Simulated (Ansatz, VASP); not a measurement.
# PtS2: VASP beside Ansatz

One calculation is typed for both programs; each brings its own data sets. How far apart do they land? The structure shown is the start of the Ansatz relaxation below; VASP solves that cell, so the two are compared at the walk's first step.

Method: plane waves, with VASP 6.6.1 beside it; single point at PBEsol, in Ansatz 0.2.0.

## 1. Set-up

The cell holds 3 atoms: 1 Pt and 2 S. Cell: a = 3.621 Å, b = 3.621 Å, c = 29.685 Å, α = 90.0°, β = 90.0°, γ = 120.0°. Vacuum lies along c. The height across the vacuum is the one that the program set for its solve, not the one typed.

## 2. Ansatz: relaxation, PBEsol

Ansatz runs on its default PAW (the set named soft_2) files.

The two programs are compared at the cell with which this relaxation starts, whose forces are those of its first step.

The input, input.yaml:

```yaml
crystal:
  lattice:
    - [3.6207302, 0.0, 0.0]
    - [-1.8103651, 3.1356443334, 0.0]
    - [0.0, 0.0, 18.0]
  atoms:
    - { symbol: Pt, position: [0.0, 0.0, 0.5] }
    - { symbol: S, position: [0.3333333333, 0.6666666667, 0.5817355761] }
    - { symbol: S, position: [0.6666666667, 0.3333333333, 0.4182644239] }
  periodic: [true, true, false]
kpoints:
  mp_grid: { grid: [6, 6, 1] }
hamiltonian:
  xc: pbesol
scf:
  occupations: { method: fermi_dirac, width: 0.02 }
relax:
  f_tol: 0.01
  max_steps: 80
  cell: {}
```

On the command line:

```sh
> ansatz run input.yaml --threads 12 --pin off --max-ram 22118MiB --backend cpu --events-out ev --progress --plain --runs-dir out
```

Numbers of over 12 decimals in the logs are rounded to 6 here.

Output:

```text
Warning: crystal.periodic: the lattice vector that does not repeat stood 0.000° off the slab's normal, 18.000 Å along it as the deck builds it. The run solves the slab on a vector along the normal, 29.685 Å long, with every atom where it was (on the deck's vector they left 15.06 Å outside them, and the widest stretch free of ions among them is 1.47 Å). A fractional position that the run reports is one of the run's ce [...]
crystal.periodic: the lattice vector that does not repeat stood 0.000° off the slab's normal, 18.000 Å along it as the deck builds it. The run solves the slab on a vector along the normal, 29.685 Å long, with every atom where it was (on the deck's vector they left 15.06 Å outside them, and the widest stretch free of ions among them is 1.47 Å). A fractional position that the run reports is one of the run's cell, which [...]
Engine: ansatz 0.2.0, aarch64-unknown-linux-gnu
Pseudopotentials: kind: paw
Pseudopotential: Pt, paw, valence charge 18, recommended cutoff 420 eV (normal), Pt.paw.azcp
Pseudopotential: S, paw, valence charge 6, recommended cutoff 420 eV (normal), S.paw.azcp
Functional definition: PBEsol
  exchange = pbesol_x
  correlation = pbesol_c
Crystal: 3 atoms, lattice volume = 337.023 Å³
Basis set: ecut = 420 eV, 6483 PW (Γ), exchange–correlation on 50×50×400 points (8 copies of the dense FFT grid, shifted against one another)
Bands: 19, of which v1, the nominal top of the filled ones, is band 15 counted from 1 (14 counted from 0)
Symmetry: 12 space group operations
Space group: P-3m1 (ITA 164), of the structure as read, at distance tolerance 7.0e-5 Å
k-points: 7 of 36
Non-local potential: Pt, projectors of the file, l = 0: 3, l = 1: 2, l = 2: 2, l = 3: 1
Non-local potential: S, projectors of the file, l = 0: 2, l = 1: 2, l = 2: 2
PAW form: soft (Blöchl's): semilocal exchange-correlation on the pseudo side does not see the compensation charge
PAW frozen core: Pt, regenerated for the run's functional, and the local potential with it (the file was generated under x = pbe(κ = 0.804, μ = 0.219515), c = pbe(β = 0.066725))
PAW frozen core: S, regenerated for the run's functional, and the local potential with it (the file was generated under x = pbe(κ = 0.804, μ = 0.219515), c = pbe(β = 0.066725))
PAW one-centre angular grid: Pt, 590 points (default); XC on 64 Gauss nodes
PAW one-centre angular grid: S, 110 points (default); XC on 64 Gauss nodes
Initial density: superposition of atomic densities (neutral atoms: chi_scale 0, normalization atom), corrected by the library's trained network
Initial wavefunctions: pseudopotential atomic-orbital guess
Functional: x = pbesol(κ = 0.804, μ = 0.123457), c = pbesol(β = 0.046)
SCF iter   1: F=—  HF=-14153.805396 eV  |F-HF|=—  |Δ(HF+E_count)|=         —  Δρ=1.78e-3  dr2=2.23e-2  ethr=1.77e-3  ⟨swp⟩=14.3  Hψ=1158  notcnv=0
[...]
SCF iter   4: F=—  HF=-14154.794154 eV  |F-HF|=—  |Δ(HF+E_count)|=   2.88e-4  Δρ=3.35e-4  dr2=1.55e-4  ethr=1.03e-5  ⟨swp⟩=3.1  Hψ=324  notcnv=0
SCF iter   5: F=—  HF=-14154.794110 eV  |F-HF|=—  |Δ(HF+E_count)|=   4.47e-5  Δρ=9.26e-5  dr2=2.88e-5  ethr=5.18e-7  ⟨swp⟩=3.1  Hψ=303  notcnv=0
SCF iter   6: F=—  HF=-14154.794104 eV  |F-HF|=—  |Δ(HF+E_count)|=   6.00e-6  Δρ=2.78e-5  dr2=1.96e-6  ethr=9.60e-8  ⟨swp⟩=3.0  Hψ=270  notcnv=0
SCF iter   7: F=-14154.794103 eV  HF=-14154.794103 eV  |F-HF|=1.92e-8  |Δ(HF+E_count)|=   2.31e-7  Δρ=7.81e-6  dr2=7.25e-8  ethr=1.00e-9  ⟨swp⟩=7.6  Hψ=712  notcnv=0
SCF 3 converged in 7 iterations: F = -14154.794103 eV  dr2 = 7.25e-8
relax step   3: F+E_penalty+E_count = -14154.79410345 eV  Δ(F+E_penalty+E_count) = -8.655e-2 eV  max|allowed force component| = 5.860e-1 eV/Å  Δτ_max = 0.0913 Å  P = +2.350 N/m  Ω = 318.881 Å³  energy of the carried Pulay correction = +4.000e-4 eV  fix = [c, alpha, beta]  reactions: c +0.000 N/m  (7 SCF iters, dr2 threshold 3.00e-7 eV, accepted)
[...]
relax step   4: F+E_penalty+E_count = -14154.81959411 eV  Δ(F+E_penalty+E_count) = -2.549e-2 eV  max|allowed force component| = 5.488e-2 eV/Å  Δτ_max = 0.0347 Å  P = -0.345 N/m  Ω = 322.563 Å³  energy of the carried Pulay correction = +3.170e-4 eV  fix = [c, alpha, beta]  reactions: c -0.000 N/m  (7 SCF iters, dr2 threshold 3.00e-7 eV, accepted)
[...]
relax step   5: F+E_penalty+E_count = -14154.82002472 eV  Δ(F+E_penalty+E_count) = -4.306e-4 eV  max|allowed force component| = 1.093e-3 eV/Å  Δτ_max = 0.0014 Å  P = -0.036 N/m  Ω = 321.739 Å³  energy of the carried Pulay correction = +3.355e-4 eV  fix = [c, alpha, beta]  reactions: c -0.000 N/m  (5 SCF iters, dr2 threshold 1.88e-7 eV, accepted)
[...]
relax step   6: F+E_penalty+E_count = -14154.81959350 eV  Δ(F+E_penalty+E_count) = +4.312e-4 eV  max|allowed force component| = 8.999e-4 eV/Å  Δτ_max = 0.0000 Å  P = -0.032 N/m  Ω = 321.739 Å³  fix = [c, alpha, beta]  reactions: c -0.000 N/m  stress off target by 3.20e-2 N/m on what of the cell is left free  SCF on the basis re-selected at this cell (its energy is not comparable with the rows above)  (7 SCF iters)
basis re-selected at this cell: Δ(F+E_penalty+E_count) = +4.312e-4 eV, ΔP = +0.004 N/m vs the last step (what re-selecting the basis moved, of the pressure what is left beyond the Pulay correction that the steps carried, after the strain that the cell walked since its last selection, with what the two solves' SCF thresholds leave and, on support functions, any second-order correction that the steps lacked; it is no measure of the basis error at this ecutwfc). The dense FFT grid was sized anew with the basis: this SCF ran on 24×24×200 points, the steps before it on 25×25×200, so part of this shift can come from that change (see relax.cell in the input reference). [rest of the remark cut]
SCF converged after 7 iterations
Free energy (F): -14154.819594 eV
Harris-Foulkes:  -14154.819594 eV  (|F-HF|=4.18e-11)
Internal energy: -14154.819594 eV  (E = F + TS)
E sigma→0 (E₀):  -14154.819594 eV
Fermi energy:    -5.320438 eV
--- Per-component energies (eV) ---
  E_band       = -811.028135
  E_kinetic    = 850.370976
  E_local      = -50251.514361  (includes V_loc(G=0)·N_el)
  E_nonlocal   = 258.608498
  E_hartree    = 24554.320425
  E_xc         = -452.276085
  E_vxc        = -476.707444  (∫ρ·V_xc dr)
  E_paw        = -10484.043014  (= ΣΔE_a)
  E_vpaw       = -300.426768  (= ΣTr[D̂ρ^β])
  E_aug_tail   = 0.000181  (compensation charges beyond the density's cutoff)
  E_ewald      = 21369.302906
  E_core_change = 0.410880  (= ΣΔE_core)
  E_smearing   = -0.000000  (= −TS)
  E_closure    = -0.000000  (closes the sum)
  Σ components = -14154.819594   (vs F -14154.819594, Δ=0.00e0)
--- Forces (eV/Å), atoms counted from 1 ---
  atom   1  Pt    -0.00000000    -0.00000000     0.00000000
  atom   2  S     -0.00000000    -0.00000000    -0.00089986
  atom   3  S      0.00000000     0.00000000     0.00089986
  max |Σ_I F_I| component: 1.08e-19 eV/Å
--- 2D stress c σ (N/m, compression-positive) ---
       -0.031999       0.000000      -0.000000
        0.000000      -0.031999       0.000000
       -0.000000       0.000000      -0.000000
  P = ½ c Tr σ = -0.0320 N/m
--- Relaxed structure (5 steps of the walk, 5 accepted, 1 SCFs on fresh bases) ---
  F+E_penalty+E_count = -14154.81959350 eV   max|allowed force component| = 8.999e-4 eV/Å   (the final SCF, on the basis selected at the relaxed cell)
  cell:  # Å, volume = 321.7386 Å³
    - [3.537676, 0, 0]
    - [-1.768838, 3.063717, 0]
    - [0, 0, 29.684961]
  atoms:
    - { symbol: Pt, position: [0, 0, 0.303184] }
    - { symbol: S, position: [0.333333, 0.666667, 0.344117] }
    - { symbol: S, position: [0.666667, 0.333333, 0.262251] }
```

The column dr2 measures how far the density is from self-consistency, as an energy; F and HF (Harris–Foulkes) agree once it is small.

## 3. VASP: single point, PBEsol, start cell

The same cell, functional, mesh and smearing now go to VASP, with its own data sets.

Lines of VASP's logs that name or quote its potential files are left out, and so is its time.

The input, INCAR:

```
SYSTEM = PtS2
PREC = Accurate
ENCUT = 400
EDIFF = 1E-06
NELM = 120
ISMEAR = -1
SIGMA = 0.02
LREAL = .FALSE.
ALGO = Normal
GGA = PS
NBANDS = 17
LASPH = .TRUE.
LORBIT = 11
LWAVE = .FALSE.
LCHARG = .FALSE.
ISIF = 2
LDIPOL = .TRUE.
IDIPOL = 3
DIPOL = 0.5 0.5 0.303
LVHAR = .TRUE.
GGA_COMPAT = .FALSE.
EFERMI = MIDGAP
NELMDL = -8
```

The input, POSCAR:

```
PtS2
1.0
    3.6207300000      0.0000000000      0.0000000000
   -1.8103650000      3.1356440000      0.0000000000
    0.0000000000      0.0000000000     29.6849610000
Pt S
1 2
Direct
    0.0000000000      0.0000000000      0.3031838243
    0.3333334396      0.6666668793      0.3527456209
    0.6666667198      0.3333334396      0.2536220277
```

The input, KPOINTS:

```
Automatic mesh
0
Gamma
6 6 1
0 0 0
```

Potentials, in the order of the species: Pt and S (PBE family, release 64).

On the command line:

```sh
> mpirun -np 1 vasp_std
```

Output:

```text
[banner, memory and clock lines left out]
running    1 mpi-ranks, on    1 nodes
 distrk:  each k-point on    1 cores,    1 groups
 distr:  one band on    1 cores,    1 groups

 POSCAR found type information on POSCAR PtS
 POSCAR found :  2 types and       3 ions
|                                                                             |
|               ----> ADVICE to this user running VASP <----                  |
|                                                                             |
|     You enforced a specific xc type in the INCAR file but a different       |
|     [... a line on the potential file left out ...]
|     I HOPE YOU KNOW WHAT YOU ARE DOING!                                     |
|                                                                             |

 LDA part: xc-table for (Slater+PW92), standard interpolation
 POSCAR, INCAR and KPOINTS ok, starting setup
 FFT: planning ... GRIDC
 FFT: planning ... GRID_SOFT
 FFT: planning ... GRID
 WAVECAR not read
 entering main loop
       N       E                     dE             d eps       ncg     rms          rms(c)
DAV:   1     0.157280181196E+03    0.15728E+03   -0.60902E+03   238   0.742E+02
DAV:   2     0.214537591051E+01   -0.15513E+03   -0.14794E+03   413   0.152E+02
DAV:   3    -0.168978003228E+02   -0.19043E+02   -0.18895E+02   312   0.669E+01
DAV:   4    -0.172155986606E+02   -0.31780E+00   -0.31718E+00   305   0.107E+01
DAV:   5    -0.172225955806E+02   -0.69969E-02   -0.69938E-02   348   0.157E+00
DAV:   6    -0.172228851869E+02   -0.28961E-03   -0.28960E-03   323   0.308E-01
DAV:   7    -0.172228976136E+02   -0.12427E-04   -0.12427E-04   348   0.585E-02
DAV:   8    -0.172228983390E+02   -0.72547E-06   -0.72528E-06   306   0.136E-02    0.125E+01
DAV:   9    -0.164370183819E+02    0.78588E+00   -0.72961E+00   302   0.246E+01    0.921E+00
DAV:  10    -0.159394124701E+02    0.49761E+00   -0.19584E+00   261   0.138E+01    0.357E+00
DAV:  11    -0.159184480530E+02    0.20964E-01   -0.16886E-01   318   0.262E+00    0.103E+00
DAV:  12    -0.159095599408E+02    0.88881E-02   -0.20994E-02   281   0.142E+00    0.343E-01
DAV:  13    -0.159094907880E+02    0.69153E-04   -0.43786E-03   318   0.378E-01    0.990E-02
DAV:  14    -0.159094856540E+02    0.51340E-05   -0.17366E-04   302   0.106E-01    0.648E-02
DAV:  15    -0.159094748010E+02    0.10853E-04   -0.32385E-05   320   0.485E-02    0.177E-02
DAV:  16    -0.159094797516E+02   -0.49506E-05   -0.77783E-06   296   0.149E-02    0.838E-03
DAV:  17    -0.159095157487E+02   -0.35997E-04   -0.12996E-05   276   0.168E-02    0.577E-03
DAV:  18    -0.159095271428E+02   -0.11394E-04   -0.27533E-06   289   0.730E-03    0.461E-03
DAV:  19    -0.159095451379E+02   -0.17995E-04   -0.12336E-06   221   0.648E-03    0.162E-03
DAV:  20    -0.159095561388E+02   -0.11001E-04   -0.25334E-07   248   0.213E-03    0.710E-04
DAV:  21    -0.159095653357E+02   -0.91969E-05   -0.29672E-07   223   0.192E-03    0.551E-04
DAV:  22    -0.159095687241E+02   -0.33884E-05   -0.54424E-08   257   0.850E-04    0.530E-04
DAV:  23    -0.159095709726E+02   -0.22486E-05   -0.38304E-08   239   0.637E-04    0.300E-04
DAV:  24    -0.159095712804E+02   -0.30774E-06   -0.78241E-09   265   0.288E-04
   1 F= -.15909571E+02 E0= -.15909571E+02  d E =-.179062E-15
```

From OUTCAR (step 3):

```text
ion  position               nearest neighbor table
   1  0.000  0.000  0.303-   3 2.56   2 2.56   2 2.56   3 2.56   3 2.56   2 2.56
   2  0.333  0.667  0.353-   1 2.56   1 2.56   1 2.56
   3  0.667  0.333  0.254-   1 2.56   1 2.56   1 2.56

  LATTYP: Found a hexagonal cell.
 ALAT       =     3.6207300000
 C/A-ratio  =     8.1986121583

 Subroutine GETGRP returns: Found 12 space group operations
 (whereof  6 operations were pure point group operations)

The static configuration has the point symmetry C_3v.
 The point group associated with its full space group is D_3d.

 Found      7 irreducible k-points:

   k-points           NKPTS =      7   k-points in BZ     NKDIM =      7   number of bands    NBANDS=     17

   dimension x,y,z NGX =    24 NGY =   24 NGZ =  196
   dimension x,y,z NGXF=    48 NGYF=   48 NGZF=  392

   ENCUT  =  400.0 eV  29.40 Ry    5.42 a.u.   5.90  5.90 48.41*2*pi/ulx,y,z

   NELECT =      22.0000    total number of electrons

 k-points in reciprocal lattice and weights: Automatic mesh
   0.00000000  0.00000000  0.00000000       0.028
   0.16666667  0.00000000  0.00000000       0.167
   0.33333333  0.00000000  0.00000000       0.167
   0.50000000  0.00000000  0.00000000       0.083
   0.16666667  0.16666667  0.00000000       0.167
   0.33333333  0.16666667  0.00000000       0.333
   0.33333333  0.33333333  0.00000000       0.056

 dipolmoment           0.000000      0.000000      0.000007 electrons x Angstroem

 average (electrostatic) potential at core
       1 -77.8648       2 -95.4739       3 -95.4739

 E-fermi :  -3.5744

 k-point     1 :       0.0000    0.0000    0.0000
  band No.  band energies     occupation
    ...
      7      -6.5134      2.00000
      8      -5.5646      2.00000
      9      -5.2253      2.00000
     10      -4.3377      2.00000
     11      -4.3377      2.00000
     12      -2.0083      0.00000
     13      -2.0083      0.00000
     14       0.3882      0.00000
     15       1.6471      0.00000
     16       1.8555      0.00000
    ...

 k-point     2 :       0.1667    0.0000    0.0000
  band No.  band energies     occupation
    ...
      7      -6.6540      2.00000
      8      -6.0449      2.00000
      9      -4.9616      2.00000
     10      -4.4218      2.00000
     11      -4.2928      2.00000
     12      -2.8560      0.00000
     13      -2.2108      0.00000
     14       1.2091      0.00000
     15       2.0330      0.00000
     16       2.2546      0.00000
    ...

 k-point     3 :       0.3333    0.0000    0.0000
  band No.  band energies     occupation
    ...
      7      -6.4755      2.00000
      8      -6.2660      2.00000
      9      -5.6944      2.00000
     10      -4.7548      2.00000
     11      -4.7497      2.00000
     12      -2.6621      0.00000
     13      -2.2646      0.00000
     14       0.8350      0.00000
     15       2.4111      0.00000
     16       3.1971      0.00000
    ...

  Total       -6.7936190     -6.7936183     -8.6211447      0.0000000      0.0000000     -0.0000000
  in kB      -32.2962721    -32.2962688    -40.9841698      0.0000000      0.0000000     -0.0000000
  external PRESSURE =     -35.1922369 kB  Pullay stress =       0.0000000 kB

  energy-cutoff  :      400.00
  volume of cell :      337.02
      direct lattice vectors                 reciprocal lattice vectors
     3.620730000  0.000000000  0.000000000     0.276187399  0.159456877  0.000000000
    -1.810365000  3.135644000  0.000000000     0.000000000  0.318913754  0.000000000
     0.000000000  0.000000000 29.684961000     0.000000000  0.000000000  0.033687092

 POSITION                                       TOTAL-FORCE (eV/Angst)
 -----------------------------------------------------------------------------------
      0.00000      0.00000      9.00000        -0.000000      0.000000      0.000000
     -0.00000      2.09043     10.47124        -0.000000      0.000000     -2.922553
      1.81037      1.04521      7.52876         0.000000      0.000000      2.922553
 -----------------------------------------------------------------------------------
    total drift:                                0.000000     -0.000522      0.000068

  FREE ENERGIE OF THE ION-ELECTRON SYSTEM (eV)
  ---------------------------------------------------
  free  energy   TOTEN  =       -15.9095712804 eV

  energy  without entropy=      -15.9095712804  energy(sigma->0) =      -15.90957128

 vacuum level on the upper side and lower side of the slab         1.944         1.944

 total charge
# of ion       s       p       d       tot
------------------------------------------
    1        0.587   0.529   7.851   8.966
    2        1.364   2.164   0.000   3.528
    3        1.364   2.164   0.000   3.528
--------------------------------------------------
tot          3.315   4.856   7.851  16.022

[... 3 further parts left out ...]
```

## 4. Side by side

Known differences besides the potentials themselves: Ansatz cuts the interaction across the vacuum, VASP repeats the sheet with a dipole correction; the data sets hold 30 valence electrons in Ansatz (on its default PAW (the set named soft_2) files) and 22 in VASP; the cutoff is 420 eV in Ansatz and 400 eV in VASP; Ansatz makes its cores anew for this functional, VASP keeps those of its PBE data sets. Total energies have different zeros and are not compared.

Forces (eV/Å; atoms numbered as in POSCAR):

| atom | Ansatz x, y, z | VASP x, y, z |
| --- | --- | --- |
| Pt1 | 0.000, 0.000, 0.000 | 0.000, 0.000, 0.000 |
| S2 | 0.000, 0.000, -2.908 | 0.000, 0.000, -2.923 |
| S3 | 0.000, 0.000, 2.908 | 0.000, 0.000, 2.923 |

The forces differ by 6.8 meV/Å r.m.s., which is 0.5 % of the r.m.s. force of 1.378 eV/Å (both taken over all components). With vacuum in the cell, a pressure given here is an average over mostly empty space and none of the material.

## 5. Summary of results

| Quantity | Value |
| --- | --- |
| r.m.s. force difference (single point, PBEsol, start cell) | 0.49 % of the r.m.s. force |

**Reading.** The r.m.s. force difference is 0.49 % of the r.m.s. force (single point, PBEsol, start cell), within the 3 % picked in this series as the mark of a large difference. The data sets hold unlike numbers of valence electrons (30 in Ansatz and 22 in VASP), so part of the differences comes from the potentials. 1 further run of this series is not shown here. How closely two codes agree says nothing of how well the functional describes the real material.

[Lines on the potential files, build, host, timing and source positions are cut from VASP's logs without a mark.]

[Logs are printed without paths, hosts, clocks, repeated set-up lines and the standing remarks that a program may print on its own settings, such as how far it seeks lower states.]

[Hosts, paths, dates, database ids (printed as entryN), source tags and the programs' standing remarks are cut or masked in the printed files.]
